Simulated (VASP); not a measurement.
# CaHf2 with PBE: from relaxation to properties, part 2 of 2

What structure does CaHf2 take at this level, and what are its properties? The cell is invented: it takes the structure of a Materials Project entry for CaSi2 (space group 191 there), with some of its atoms replaced by other elements, volume scaled by an estimate. It may not be a known or stable phase.

VASP 6.6.1, plane waves and PAW; the level of theory is named at each step.

So far. Step 5 (Band structure (PBE)): There is no gap at this level. Step 6 (Total and projected DOS (PBE)): The finer mesh and the other smearing move the Fermi level by -0.00 eV from the 6×6×8 run, a small shift, which tests the Fermi level alone. Of the states within 0.3 eV of the Fermi level, the largest shares in the PAW spheres are Hf d 46 % and Hf p 8 %. The rest lies in smaller channels or between the spheres. The relaxed cell has a = 5.213, c = 3.278 Å (conventional setting).

**7. Band structure (PBE + SOC)**

This step: PBE, spin-orbit coupling; plane waves and PAW (Hf_pv, Ca_sv); invented cell (VASP 6.6.1).

The mesh alone shows little of the dispersion and can miss band extrema, so KPOINTS_OPT adds a path through the symmetry points after the self-consistent cycle. Spin-orbit coupling needs spinors and the noncollinear program, where each band holds one electron.

INCAR reads:

```
SYSTEM = CaHf2
PREC = Accurate
ENCUT = 400
EDIFF = 1E-06
NELM = 100
ISMEAR = 1
SIGMA = 0.2
LREAL = .FALSE.
ALGO = Normal
GGA = PE
LNONCOLLINEAR = .TRUE.
MAGMOM = 0 0 0 0 0 0 0 0 0
NBANDS = 42
GGA_COMPAT = .FALSE.
LASPH = .TRUE.
LSORBIT = .TRUE.
LMAXMIX = 4
LORBIT = 11
LWAVE = .FALSE.
LCHARG = .FALSE.
```

POSCAR reads:

```
CaHf2
1.0
    5.2131286328     -0.0000002105      0.0000000000
   -2.6065651688      4.5147013679      0.0000000000
    0.0000000000      0.0000000000      3.2775320155
Hf Ca
2 1
Direct
    0.3333333300      0.6666666700      0.5000000000
    0.6666666700      0.3333333300      0.5000000000
    0.0000000000      0.0000000000      0.0000000000
```

KPOINTS reads:

```
Automatic mesh
0
Gamma
5 5 7
0 0 0
```

KPOINTS_OPT reads:

```
Line mode
16
Line-mode
Reciprocal
  0.00000000   0.00000000   0.00000000 GAMMA
  0.50000000   0.00000000   0.00000000 M

  0.50000000   0.00000000   0.00000000 M
  0.33333333   0.33333333   0.00000000 K

  0.33333333   0.33333333   0.00000000 K
  0.00000000   0.00000000   0.00000000 GAMMA

  0.00000000   0.00000000   0.00000000 GAMMA
  0.00000000   0.00000000   0.50000000 A

  0.00000000   0.00000000   0.50000000 A
  0.50000000   0.00000000   0.50000000 L

  0.50000000   0.00000000   0.50000000 L
  0.33333333   0.33333333   0.50000000 H

  0.33333333   0.33333333   0.50000000 H
  0.00000000   0.00000000   0.50000000 A

  0.50000000   0.00000000   0.50000000 L
  0.50000000   0.00000000   0.00000000 M

  0.33333333   0.33333333   0.00000000 K
  0.33333333   0.33333333   0.50000000 H
```

The projector-augmented-wave data sets are Hf_pv and Ca_sv (PBE family, release 64).

The run is started by

```sh
$ mpirun -np 1 vasp_ncl
```

Elapsed: 3.5 min, on 1 MPI rank of Intel Xeon 6975P-C (Granite Rapids), shared host; peak memory 0.35 GiB.

LASPH is switched on together with spin-orbit coupling, so the change from the scalar run holds both.

This step gave:

```
SCF cycles              : 15
bands                   : 42
irreducible k-points    : 20
free energy (TOTEN)     : -21.57 eV
energy at zero smearing : -21.57 eV
Fermi energy            : 3.648 eV
pressure                : -0.1381 GPa
```

On-site spin-orbit energy by atom:

| atom | on-site spin-orbit energy (eV) |
| --- | --- |
| Hf1 | -1.37 |
| Hf2 | -1.37 |
| Ca3 | -0.01 |

The electronic bands at the labelled points (eV, zero at the Fermi level; # counts the bands kept):

| point | #7 | #8 | #9 | #10 | #11 | #12 | #13 | #14 |
| --- | --- | --- | --- | --- | --- | --- | --- | --- |
| Γ | -0.14 | -0.14 | -0.14 | -0.14 | 0.00 | 0.00 | 0.28 | 0.28 |
| 0.47 of the way | -0.63 | -0.63 | -0.23 | -0.23 | 0.55 | 0.55 | 0.68 | 0.68 |
| M | -0.13 | -0.13 | -0.09 | -0.09 | 0.26 | 0.26 | 1.18 | 1.18 |
| 0.47 of the way | -0.04 | -0.04 | 0.02 | 0.02 | 0.21 | 0.21 | 1.09 | 1.09 |
| K | 0.10 | 0.10 | 0.12 | 0.12 | 0.15 | 0.15 | 1.21 | 1.21 |
| 0.53 of the way | -0.61 | -0.61 | -0.01 | -0.01 | 0.30 | 0.30 | 0.84 | 0.84 |
| Γ | -0.14 | -0.14 | -0.14 | -0.14 | 0.00 | 0.00 | 0.28 | 0.28 |
| 0.53 of the way | -0.55 | -0.55 | -0.22 | -0.22 | -0.19 | -0.19 | 1.58 | 1.58 |
| A | -1.01 | -1.01 | -0.31 | -0.31 | -0.25 | -0.25 | 1.53 | 1.53 |
| 0.47 of the way | -0.86 | -0.86 | -0.23 | -0.23 | -0.14 | -0.14 | 1.27 | 1.27 |
| L | -0.46 | -0.46 | -0.35 | -0.35 | 0.02 | 0.02 | 0.46 | 0.46 |
| 0.53 of the way | -0.63 | -0.63 | -0.50 | -0.50 | -0.17 | -0.17 | 0.60 | 0.60 |
| H | -0.73 | -0.73 | -0.73 | -0.73 | -0.55 | -0.55 | 1.33 | 1.33 |
| 0.53 of the way | -0.85 | -0.85 | -0.30 | -0.30 | 0.00 | 0.00 | 1.03 | 1.03 |
| A | -1.01 | -1.01 | -0.31 | -0.31 | -0.25 | -0.25 | 1.53 | 1.53 |
| jump to L | -0.46 | -0.46 | -0.35 | -0.35 | 0.02 | 0.02 | 0.46 | 0.46 |
| 0.47 of the way | -0.54 | -0.54 | 0.03 | 0.03 | 0.16 | 0.16 | 0.82 | 0.82 |
| M | -0.13 | -0.13 | -0.09 | -0.09 | 0.26 | 0.26 | 1.18 | 1.18 |
| jump to K | 0.10 | 0.10 | 0.12 | 0.12 | 0.15 | 0.15 | 1.21 | 1.21 |
| 0.47 of the way | -0.61 | -0.61 | 0.41 | 0.41 | 0.43 | 0.43 | 1.20 | 1.20 |
| H | -0.73 | -0.73 | -0.73 | -0.73 | -0.55 | -0.55 | 1.33 | 1.33 |

Of the projections kept (Hf, Ca), the largest for each band there; the rest of the weight can lie on other orbitals:

| point | #7 | #8 | #9 | #10 | #11 | #12 | #13 | #14 |
| --- | --- | --- | --- | --- | --- | --- | --- | --- |
| Γ | Hf 0.92 | Hf 0.92 | Hf 0.91 | Hf 0.91 | Hf 0.89 | Hf 0.89 | Hf 0.91 | Hf 0.91 |
| M | Hf 0.99 | Hf 0.99 | Hf 1.00 | Hf 1.00 | Hf 0.97 | Hf 0.97 | Hf 0.87 | Hf 0.87 |
| K | Hf 0.99 | Hf 0.99 | Hf 0.97 | Hf 0.97 | Hf 0.99 | Hf 0.99 | Hf 0.79 | Hf 0.79 |
| Γ | Hf 0.92 | Hf 0.92 | Hf 0.91 | Hf 0.91 | Hf 0.89 | Hf 0.89 | Hf 0.91 | Hf 0.91 |
| A | Hf 0.80 | Hf 0.80 | Hf 0.72 | Hf 0.72 | Hf 0.70 | Hf 0.70 | Hf 0.99 | Hf 0.99 |
| L | Hf 0.97 | Hf 0.97 | Hf 0.96 | Hf 0.96 | Hf 0.83 | Hf 0.83 | Hf 0.88 | Hf 0.88 |

There is no gap at this level.

**8. Core-level energies (PBE)**

This step: PBE; plane waves and PAW (Hf_pv, Ca_sv); invented cell (VASP 6.6.1).

Core levels shift with the potential at each site, so they tell like atoms on unlike sites apart.

INCAR reads:

```
SYSTEM = CaHf2
PREC = Accurate
ENCUT = 400
EDIFF = 1E-06
NELM = 100
ISMEAR = 1
SIGMA = 0.2
LREAL = .FALSE.
ALGO = Normal
GGA = PE
NBANDS = 21
LORBIT = 11
LWAVE = .FALSE.
LCHARG = .FALSE.
ICORELEVEL = 1
```

POSCAR is that of step 7.

KPOINTS reads:

```
Automatic mesh
0
Gamma
6 6 8
0 0 0
```

The run is started by

```sh
$ mpirun -np 1 vasp_std
```

The job ended after 13 s (1 MPI rank; peak memory 0.19 GiB).

These are scalar-relativistic Kohn-Sham levels of the ground state, with no core hole, so they are not binding energies.

Numbers from this step:

| Property | Result |
| --- | --- |
| SCF cycles | 13 |
| bands | 21 |
| irreducible k-points | 35 |
| free energy (TOTEN) | -20.16 eV |
| energy at zero smearing | -20.15 eV |
| Fermi energy | 3.650 eV |
| pressure | -0.01226 GPa |

Kohn-Sham core levels. Core levels, by row:

| atom | shell | level below the Fermi level (eV) |
| --- | --- | --- |
| Hf1 | 1s | 65256 |
| Hf1 | 2s | 11154 |
| Hf1 | 2p | 9792 |
| Hf1 | 3s | 2538 |
| Hf1 | 3p | 2131 |
| Hf1 | 3d | 1650 |
| Hf1 | 4s | 507.3 |
| Hf1 | 4p | 373.9 |
| Hf1 | 4d | 201.6 |
| Hf1 | 4f | 11.86 |
| Hf1 | 5s | 61.9 |
| Hf2 | 1s | 65256 |
| Hf2 | 2s | 11154 |
| Hf2 | 2p | 9792 |
| Hf2 | 3s | 2538 |
| Hf2 | 3p | 2131 |
| Hf2 | 3d | 1650 |
| Hf2 | 4s | 507.3 |
| Hf2 | 4p | 373.9 |
| Hf2 | 4d | 201.6 |
| Hf2 | 4f | 11.86 |
| Hf2 | 5s | 61.9 |
| Ca3 | 1s | 3942 |
| Ca3 | 2s | 406.8 |
| Ca3 | 2p | 327.2 |

Atoms of one element give levels within 0.1 eV of each other.

**9. Optical spectrum (PBE)**

LOPTICS sums transitions from filled to empty bands. The mesh is finer than in the run before. NBANDS is raised for it.

Changes to INCAR since step 8:

```diff
@@ -10,3 +10,3 @@
 GGA = PE
-NBANDS = 21
+NBANDS = 39
 LORBIT = 11
@@ -14,2 +14,4 @@
 LCHARG = .FALSE.
-ICORELEVEL = 1
+LOPTICS = .TRUE.
+NEDOS = 1500
+CSHIFT = 0.1
```

POSCAR is that of step 8.

KPOINTS reads:

```
Automatic mesh
0
Gamma
9 9 12
0 0 0
```

The run is started by

```sh
$ mpirun -np 1 vasp_std
```

The job ended after 55 s (1 MPI rank; peak memory 0.42 GiB).

These are independent-particle spectra without excitons or local fields, and fine structure depends on the mesh and on CSHIFT. The intraband (Drude) part is not in this spectrum.

Numbers from this step:

```yaml
bands: 39
irreducible_k_points: 84
energy_at_zero_smearing: -20.16 eV
fermi_energy: 3.652 eV
pressure: -0.04502 GPa
```

The imaginary dielectric function has structure finer than the step of the table below, so its rows give means over 1 eV, whole bins alone (the curve runs from 0 to 25.0 eV). Peaks (eV: height): xx 0.2: 102, 1.9: 30.9; zz 0.4: 57.2, 2.2: 25.0.

Table of imaginary dielectric function by photon energy; means over each step:

| photon energy (eV) | xx | zz |
| --- | --- | --- |
| 1 | 27.5 | 15.2 |
| 2 | 24.1 | 17.9 |
| 3 | 14.8 | 13.7 |
| 4 | 6.92 | 7.12 |
| 5 | 4.63 | 3.79 |
| 6 | 3.41 | 3.41 |
| 7 | 2.70 | 3.50 |
| 8 | 3.03 | 3.53 |
| 9 | 2.92 | 2.27 |
| 10 | 1.28 | 1.80 |
| 11 | 0.748 | 1.16 |
| 12 | 0.780 | 0.617 |
| 13 | 0.541 | 0.447 |
| 14 | 0.441 | 0.273 |
| 15 | 0.328 | 0.236 |
| 16 | 0.136 | 0.161 |
| 17 | 0.0532 | 0.0758 |
| 18 | 0.0265 | 0.0301 |
| 19 | 0.0178 | 0.0174 |
| 20 | 0.0184 | 0.0203 |
| 21 | 0.0916 | 0.146 |
| 22 | 0.169 | 0.228 |
| 23 | 0.640 | 0.478 |
| 24 | 0.436 | 0.685 |

Table of real dielectric function by photon energy:

| photon energy (eV) | xx | zz |
| --- | --- | --- |
| 0 | 172 | 99.2 |
| 1 | 6.11 | 10.4 |
| 2 | 3.56 | 16.1 |
| 3 | -3.30 | -2.54 |
| 4 | -3.22 | -2.73 |
| 5 | -2.85 | -2.28 |
| 6 | -1.31 | 1.22 |
| 7 | -1.09 | -0.561 |
| 8 | 0.0264 | 0.210 |
| 9 | -1.79 | -0.995 |
| 10 | -1.35 | -1.35 |
| 11 | -0.609 | -1.00 |
| 12 | -0.495 | -0.457 |
| 13 | -0.0660 | -0.140 |
| 14 | -0.0514 | 0.0575 |
| 15 | 0.109 | 0.307 |
| 16 | 0.290 | 0.443 |
| 17 | 0.504 | 0.577 |
| 18 | 0.683 | 0.758 |
| 19 | 0.840 | 0.917 |
| 20 | 0.996 | 1.08 |
| 21 | 1.24 | 1.35 |
| 22 | 1.32 | 1.27 |
| 23 | 1.40 | 1.55 |
| 24 | 1.04 | 1.22 |

**10. Results**

| Property | Result |
| --- | --- |
| relaxed volume | 25.71 Å³/atom |
| relaxed conventional cell a, b, c | 5.213, 5.213, 3.278 Å; angles 90.0, 90.0, 120.0° |
| space group after relaxing, within 0.02 Å | P6/mmm (No. 191) |
| band gap | none, a metal |
| DOS at the Fermi level | 6.40 states/eV/cell |
| band gap (PBE + SOC) | none, a metal |
| shallowest level of the frozen cores | Hf1 4f, 11.9 eV deep |

**Reading.** With PBE, CaHf2 relaxes to 25.71 Å³/atom in space group P6/mmm (held by the symmetry of the run) and comes out as a metal. Band structure (PBE): Of the bands kept, 3 cross the Fermi level on this path. Band structure (PBE + SOC): Of the bands kept, 6 cross the Fermi level on this path (spinor bands, one electron each). LASPH was switched on together with spin-orbit coupling, so shifts put down to the coupling hold both changes. The k-sampling is coarse for a metal, so the Fermi level, pressures and the shape of the cell carry errors. No search among competing phases was made. All values are for a static lattice at zero temperature.

[Lines on the potential files, build, host, timing and source positions are cut from VASP's logs without a mark.]

[Logs are printed without paths, hosts, clocks, repeated set-up lines and the standing remarks that a program may print on its own settings, such as how far it seeks lower states.]

[Hosts, paths, dates, database ids (printed as entryN), source tags and the programs' standing remarks are cut or masked in the printed files.]

[A measured line is paired with the nearest computed mode of its activity, which favours agreement.]
